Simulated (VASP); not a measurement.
# HPtBr3 (Pm-3m) in VASP: a series of runs

The runs below take HPtBr3 through single point, relaxation of cell and atoms, with PBE.

Program: VASP 6.6.1. These are calculated values, not measurements. Logs are shortened: lines on timing, memory, paths and dates and some standing lists are left out, and cuts for length are marked.

## 1. The cell of the first run

It takes space group Pm-3m (No. 221, cubic). The conventional cell has a = 5.130 Å, b = 5.130 Å, c = 5.130 Å, α = 90.00°, β = 90.00°, γ = 90.00°. H (site symmetry m-3m) has 12 Br at 3.63 Å as nearest neighbours. Pt (site symmetry m-3m) is surrounded by 6 Br at 2.57 Å. Br (site symmetry 4/mmm) has 2 Pt at 2.57 Å as nearest neighbours.

The cell was built by a generator and needn't be a form met in nature.

## 2. Single point, PBE (species swapped into the ZnNi3C type (Pm-3m, No. 221))

INCAR reads:

```
SYSTEM = HPtBr3
ALGO = Normal ; EDIFF = 1E-7
ENCUT = 520 ; GGA = PE
ISIF = 2 ; ISMEAR = 0
LASPH = .True. ; LCHARG = .True.
LELF = .True. ; LREAL = .False.
LVHAR = .True. ; LWAVE = .False.
NBANDS = 24 ; NELM = 80
PREC = Accurate ; SIGMA = 0.1
```

KPOINTS reads:

```
k-points
0
Gamma
  8 8 8
  0 0 0
```

POSCAR reads:

```
HPtBr3
1.0
    5.1304211844      0.0000000000      0.0000000000
    0.0000000000      5.1304211844      0.0000000000
    0.0000000000      0.0000000000      5.1304211844
H Pt Br
1 1 3
Direct
    0.0000000000      0.0000000000      0.0000000000
    0.5000000000      0.5000000000      0.5000000000
    0.0000000000      0.5000000000      0.5000000000
    0.5000000000      0.5000000000      0.0000000000
    0.5000000000      0.0000000000      0.5000000000
```

Potentials or basis: VASP PAW PBE potentials, release 64 (H, Pt, Br).

The run is started by

```sh
$ cat potpaw_PBE.64/H/POTCAR potpaw_PBE.64/Pt/POTCAR potpaw_PBE.64/Br/POTCAR > POTCAR
$ mpirun -np 1 vasp_std > vasp.out
```

OUTCAR:

```text
SYSTEM = HPtBr3
   EDIFF = 1E-7
   ENCUT = 520
   GGA = PE
   ISIF = 2
   ISMEAR = 0
   LASPH = .True.
   LREAL = .False.
   NELM = 80
   PREC = Accurate

 ion  position               nearest neighbor table
   1  0.000  0.000  0.000-
   2  0.500  0.500  0.500-   3 2.57   4 2.57   5 2.57   4 2.57   5 2.57   3 2.57
   3  0.000  0.500  0.500-   2 2.57   2 2.57
   4  0.500  0.500  0.000-   2 2.57   2 2.57
   5  0.500  0.000  0.500-   2 2.57   2 2.57

  LATTYP: Found a simple cubic cell.
 ALAT       =     5.1304211844

  Lattice vectors:

 A1 = (   5.1304211844,   0.0000000000,   0.0000000000)
 A2 = (   0.0000000000,   5.1304211844,   0.0000000000)
 A3 = (   0.0000000000,   0.0000000000,   5.1304211844)

Analysis of symmetry for initial positions (statically):
=====================================================================
 Subroutine PRICEL returns:
 Original cell was already a primitive cell.

 Routine SETGRP: Setting up the symmetry group for a
 simple cubic supercell.

 Subroutine GETGRP returns: Found 48 space group operations
 (whereof 48 operations were pure point group operations)
 out of a pool of 48 trial point group operations.

The static configuration has the point symmetry O_h .

Analysis of symmetry for dynamics (positions and initial velocities):
=====================================================================
 Subroutine PRICEL returns:
 Original cell was already a primitive cell.

 Routine SETGRP: Setting up the symmetry group for a
 simple cubic supercell.

 Subroutine GETGRP returns: Found 48 space group operations
 (whereof 48 operations were pure point group operations)
 out of a pool of 48 trial point group operations.

The dynamic configuration has the point symmetry O_h .

 Subroutine INISYM returns: Found 48 space group operations
 (whereof 48 operations are pure point group operations),
 and found     1 'primitive' translations

----------------------------------------------------------------------------------------

                                     Primitive cell

  volume of cell :     135.0390

  direct lattice vectors                    reciprocal lattice vectors
     5.130421184  0.000000000  0.000000000     0.194915771  0.000000000  0.000000000
     0.000000000  5.130421184  0.000000000     0.000000000  0.194915771  0.000000000
     0.000000000  0.000000000  5.130421184     0.000000000  0.000000000  0.194915771

  length of vectors
     5.130421184  5.130421184  5.130421184     0.194915771  0.194915771  0.194915771

  position of ions in fractional coordinates (direct lattice)
     0.000000000  0.000000000  0.000000000
     0.500000000  0.500000000  0.500000000
     0.000000000  0.500000000  0.500000000
     0.500000000  0.500000000  0.000000000
     0.500000000  0.000000000  0.500000000

  ion indices of the primitive-cell ions
   primitive index   ion index
                 1           1
                 2           2
                 3           3
                 4           4
                 5           5

----------------------------------------------------------------------------------------

 KPOINTS: k-points

Automatic generation of k-mesh.
 Grid dimensions read from file:
 generate k-points for:    8    8    8

 Generating k-lattice:

  Cartesian coordinates                     Fractional coordinates (reciprocal lattice)
     0.024364471  0.000000000  0.000000000     0.125000000  0.000000000  0.000000000
     0.000000000  0.024364471  0.000000000     0.000000000  0.125000000  0.000000000
     0.000000000  0.000000000  0.024364471     0.000000000  0.000000000  0.125000000

  Length of vectors
     0.024364471  0.024364471  0.024364471

  Shift w.r.t. Gamma in fractional coordinates (k-lattice)
     0.000000000  0.000000000  0.000000000

 Subroutine IBZKPT returns following result:
 ===========================================

 Found     35 irreducible k-points:

 Following reciprocal coordinates:
            Coordinates               Weight
  0.000000  0.000000  0.000000      1.000000
  0.125000  0.000000  0.000000      6.000000
  0.250000  0.000000  0.000000      6.000000
  0.375000  0.000000  0.000000      6.000000
  0.500000  0.000000  0.000000      3.000000
  0.125000  0.125000  0.000000     12.000000
[... 16 lines left out ...]
  0.375000  0.375000  0.125000     24.000000
  0.500000  0.375000  0.125000     24.000000
 [... further k-points ...]
   k-points           NKPTS =     35   k-points in BZ     NKDIM =     35   number of bands    NBANDS=     24
   number of dos      NEDOS =    301   number of ions     NIONS =      5
   total plane-waves  NPLWV =  64000
   dimension x,y,z NGX =    40 NGY =   40 NGZ =   40
   dimension x,y,z NGXF=    80 NGYF=   80 NGZF=   80
   ions per type =               1   1   3
   NGX,Y,Z   is equivalent  to a cutoff of  12.96, 12.96, 12.96 a.u.
   NGXF,Y,Z  is equivalent  to a cutoff of  25.92, 25.92, 25.92 a.u.
 SYSTEM =  HPtBr3
   PREC   = accura    normal or accurate (medium, high low for compatibility)
   ISTART =      0    job   : 0-new  1-cont  2-samecut
   ICHARG =      2    charge: 1-file 2-atom 10-const
   ISPIN  =      1    spin polarized calculation?
   LNONCOLLINEAR =      F non collinear calculations
   LSORBIT =      F    spin-orbit coupling
   LASPH  =      T    aspherical Exc in radial PAW
   ENCUT  =  520.0 eV  38.22 Ry    6.18 a.u.   9.54  9.54  9.54*2*pi/ulx,y,z
   NELM   =     80;   NELMIN=  2; NELMDL= -5     # of ELM steps
   EDIFF  = 0.1E-06   stopping-criterion for ELM
   LREAL  =      F    real-space projection
   EDIFFG = 0.1E-05   stopping-criterion for IOM
   NSW    =      0    number of steps for IOM
   IBRION =     -1    ionic relax: 0-MD 1-quasi-New 2-CG
   NFREE  =      0    steps in history (QN), initial steepest desc. (CG)
   ISIF   =      2    stress and relaxation
   ISYM   =      2    0-nonsym 1-usesym 2-fastsym
   POTIM  = 0.5000    time-step for ionic-motion
   TEBEG  =    0.0;   TEEND  =   0.0 temperature during run
   PSTRESS=    0.0 pullay stress
   NELECT =      32.0000    total number of electrons
   NUPDOWN=      -1.0000    fix difference up-down
   EMIN   =  10.00;   EMAX   =-10.00  energy-range for DOS
   EFERMI =   0.00;   METHOD = LEGACY
   ISMEAR =     0;   SIGMA  =   0.10  broadening in eV -4-tet -1-fermi 0-gaus
   EFERMI_NEDOS =   21; number of points for ismear=-14 and -15
   IALGO  =     38    algorithm
   IMIX   =      4    mixing-type and parameters
     AMIX     =   0.40;   BMIX     =  1.00
     AMIX_MAG =   1.60;   BMIX_MAG =  1.00
  volume/ion in A,a.u.               =      27.01       182.26
  Fermi-wavevector in a.u.,A,eV,Ry     =   1.013068  1.914420 13.963743  1.026306
  Thomas-Fermi vector in A             =   2.146215
   LORBIT       =      0    0 simple, 1 ext, 2 COOP (PROOUT), +10 PAW based schemes
   GGA     = PE    functional components
   LHFCALC =     F    Hartree Fock is set to
   AEXX    =    0.0000 exact exchange contribution
   IVDW    =     0    specifies the selected vdW correction
   LEPSILON=     F    determine dielectric tensor
   LRPA    =     F    only Hartree local field effects (RPA)
 non-spin polarized calculation
 Gauss-broadening in eV      SIGMA  =   0.10
  energy-cutoff  :      520.00
  volume of cell :      135.04
 maximum number of plane-waves:      3695
 NGX is ok and might be reduce to    40
   NGX = 19   NGY = 19   NGZ = 19

 number of electron      32.0000005 magnetization

 Free energy of the ion-electron system (eV)
  ---------------------------------------------------
  ext. energy  EPLUGINS =         0.00000000
  ---------------------------------------------------
  free energy    TOTEN  =       -11.38589115 eV

  energy without entropy =      -11.36679961  energy(sigma->0) =      -11.37634538

 E-fermi :   0.2073     XC(G=0):  -8.2060

 val. band max:        0.1653114951   @ k =   0.3750   0.3750   0.3750
 cond. band min:       0.2124516631   @ k =   0.2500   0.1250   0.1250
 fundamental gap:      0.0471401681
 Fermi energy:         0.2073070129

 k-point     1 :       0.0000    0.0000    0.0000
  band No.  band energies     occupation
      1     -14.5504      2.00000
      2     -13.7113      2.00000
      3     -13.7113      2.00000
      4      -3.5092      2.00000
      5      -3.5092      2.00000
      6      -3.5092      2.00000
[... 16 lines left out ...]
     23       9.8820      0.00000
     24       9.8820      0.00000

 k-point     2 :       0.1250    0.0000    0.0000
  band No.  band energies     occupation
      1     -14.5174      2.00000
      2     -13.7186      2.00000
      3     -13.7104      2.00000
      4      -3.9157      2.00000
      5      -3.4875      2.00000
      6      -3.4875      2.00000
[... 16 lines left out ...]
     23       9.7505      0.00000
     24       9.7505      0.00000

 k-point     3 :       0.2500    0.0000    0.0000
  band No.  band energies     occupation
      1     -14.4323      2.00000
      2     -13.7404      2.00000
      3     -13.7081      2.00000
      4      -4.6345      2.00000
      5      -3.4225      2.00000
      6      -3.4225      2.00000
[... 16 lines left out ...]
     23       9.5308      0.00000
     24       9.5308      0.00000
[... 514 lines left out ...]
 k-point    23 :       0.3750    0.3750    0.1250
  band No.  band energies     occupation
      1     -14.0786      2.00000
      2     -13.7655      2.00000
      3     -13.7496      2.00000
      4      -5.5810      2.00000
      5      -4.8522      2.00000
      6      -3.6743      2.00000
[... 16 lines left out ...]
     23       9.0379      0.00000
     24       9.1041      0.00000

 k-point    24 :       0.5000    0.3750    0.1250
  band No.  band energies     occupation
      1     -14.0287      2.00000
      2     -13.7763      2.00000
      3     -13.7545      2.00000
      4      -5.7361      2.00000
      5      -4.9141      2.00000
      6      -3.7100      2.00000
[... 16 lines left out ...]
     23       8.9576      0.00000
     24       8.9714      0.00000

 [... further k-points ...]

------------------------ aborting loop because EDIFF is reached ----------------------------------------

  FORCE on cell =-STRESS in cart. coord.  units (eV):
  Direction    XX          YY          ZZ          XY          YZ          ZX
  --------------------------------------------------------------------------------------
  -------------------------------------------------------------------------------------
  Total       -0.0342948     -0.0342948     -0.0342948      0.0000000     -0.0000000     -0.0000000
  in kB       -0.4068927     -0.4068927     -0.4068927      0.0000000     -0.0000000     -0.0000000
  external PRESSURE =      -0.4068927 kB  Pullay stress =       0.0000000 kB

 VOLUME and BASIS-vectors are now :
 -----------------------------------------------------------------------------
  energy-cutoff  :      520.00
  volume of cell :      135.04
      direct lattice vectors                 reciprocal lattice vectors
     5.130421184  0.000000000  0.000000000     0.194915771  0.000000000  0.000000000
     0.000000000  5.130421184  0.000000000     0.000000000  0.194915771  0.000000000
     0.000000000  0.000000000  5.130421184     0.000000000  0.000000000  0.194915771

 POSITION                                       TOTAL-FORCE (eV/Angst)
 -----------------------------------------------------------------------------------
      0.00000      0.00000      0.00000         0.000000      0.000000      0.000000
      2.56521      2.56521      2.56521         0.000000      0.000000      0.000000
      0.00000      2.56521      2.56521         0.000000      0.000000      0.000000
      2.56521      2.56521      0.00000         0.000000      0.000000      0.000000
      2.56521      0.00000      2.56521         0.000000      0.000000      0.000000
 -----------------------------------------------------------------------------------
    total drift:                                0.000000     -0.000000     -0.000000

  FREE ENERGIE OF THE ION-ELECTRON SYSTEM (eV)
  ---------------------------------------------------
  free  energy   TOTEN  =       -11.3858911538 eV

  energy  without entropy=      -11.3667996105  energy(sigma->0) =      -11.37634538
```

It took 1.9 min on 1 thread of Intel Xeon Platinum 8488C (Sapphire Rapids), shared host; peak memory 0.3 GiB.

What came out:

```
Free energy            : -11.3859 eV
Pressure               : 0.0 GPa
Band gap on the k mesh : none (metal or under the smearing width)
```

Spin-orbit coupling is left out, which matters for the levels of Pt.

## 3. Relaxation of cell and atoms, PBE (species swapped into the ZnNi3C type (Pm-3m, No. 221))

INCAR reads:

```
ALGO = Fast
EDIFF = 1E-7
EDIFFG = -0.01
ENCUT = 600
GGA = PE
IBRION = 2
ISIF = 3
ISMEAR = 0
LASPH = True
LCHARG = False
LREAL = False
LWAVE = False
NELM = 80
NSW = 100
PREC = Accurate
SIGMA = 0.1
```

KPOINTS reads:

```
k-points
0
Gamma
  8 8 8
```

POSCAR: that of step 2 with these lines changed.

```diff
@@ -2,5 +2,5 @@
 1.0
-    5.1304211844      0.0000000000      0.0000000000
-    0.0000000000      5.1304211844      0.0000000000
-    0.0000000000      0.0000000000      5.1304211844
+    5.1192892898      0.0000000000      0.0000000000
+    0.0000000000      5.1192892898      0.0000000000
+    0.0000000000      0.0000000000      5.1192892898
 H Pt Br
```

Potentials or basis: VASP PAW PBE potentials, release 64 (H, Pt, Br).

The run is started by

```sh
$ cat potpaw_PBE.64/H/POTCAR potpaw_PBE.64/Pt/POTCAR potpaw_PBE.64/Br/POTCAR > POTCAR
$ mpirun -np 1 vasp_std > vasp.out
```

Wall time 2.8 min (1 thread of Intel Xeon Platinum 8488C (Sapphire Rapids), shared host); peak memory 0.33 GiB.

It converged, with:

```
Free energy                            : -11.3859 eV
Relaxed volume                         : 27.01 Å³/atom
Relaxed cell                           : a = 5.130 Å, b = 5.130 Å, c = 5.130 Å, α = 90.00°, β = 90.00°, γ = 90.00°
Space group after relaxing (to 0.05 Å) : Pm-3m (No. 221)
Energy gained by relaxing              : 0.1 meV/atom
Ionic steps                            : 2
Pressure after relaxing                : 0.0 GPa
Band gap on the k mesh                 : none (metal or under the smearing width)
```

The path:
```
step  energy change (eV)  largest force (eV/Å)  pressure (GPa)  volume (Å³)
   1              0.0000                0.0000            0.27       134.16
   2             -0.0007                0.0000           -0.02       135.04
```

Final structure:
```xyz
5
Lattice="5.1305 0.0000 0.0000 0.0000 5.1305 0.0000 0.0000 0.0000 5.1305" Properties=species:S:1:pos:R:3 pbc="T T T"
H     0.0000    0.0000    0.0000
Pt    2.5652    2.5652    2.5652
Br    0.0000    2.5652    2.5652
Br    2.5652    2.5652    0.0000
Br    2.5652    0.0000    2.5652
```

Levels at points of the mesh, in eV from the Fermi level:
| k point | band 14 | band 15 | band 16 | band 17 | band 18 | band 19 |
| --- | --- | --- | --- | --- | --- | --- |
| (0.00, 0.00, 0.00) | -1.08 | -0.87 | -0.87 | -0.87 | -0.48 | 1.31 |
| (0.50, 0.00, 0.00) | -0.94 | -0.49 | -0.19 | -0.19 | 0.14 | 5.85 |
| (0.50, 0.50, 0.00) | -0.18 | -0.18 | -0.18 | 0.34 | 3.23 | 7.59 |
| (0.50, 0.50, 0.50) | -0.17 | -0.17 | -0.17 | 3.24 | 3.24 | 6.49 |
